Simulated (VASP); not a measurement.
The system is C.

```xyz
4
Lattice="2.4610 0.0000 0.0000 -1.2305 2.1313 0.0000 0.0000 0.0000 8.0496" Properties=species:S:1:pos:R:3 pbc="T T T"
C     0.0000    0.0000    2.0124
C     0.0000    1.4209    2.0124
C     0.0000    0.0000    6.0372
C     1.2305    0.7104    6.0372
```

The cell was built by a generator and needn't be a form met in nature.

Base run:

| Item | Value |
| --- | --- |
| Program | VASP 6.6.1 |
| Functional | PBE |
| Dispersion | MBD |
| Potentials or basis | VASP PAW PBE potentials, release 64 (C) |
| Cutoff | 520 eV |
| k mesh | 16 × 16 × 4 |
| Occupations | fermi-dirac, width 0.05 eV |
| Spin | no spin polarisation |

Its results: band gap on the k mesh 1.00 eV, direct; pressure 0.2 GPa.

Problem. The run is repeated on the same cell with these changes: dispersion from MBD to D2. What comes out?

Solution. Band gap on the k mesh 1.00 eV, direct; pressure 0.9 GPa.

A k mesh can miss the band edges.
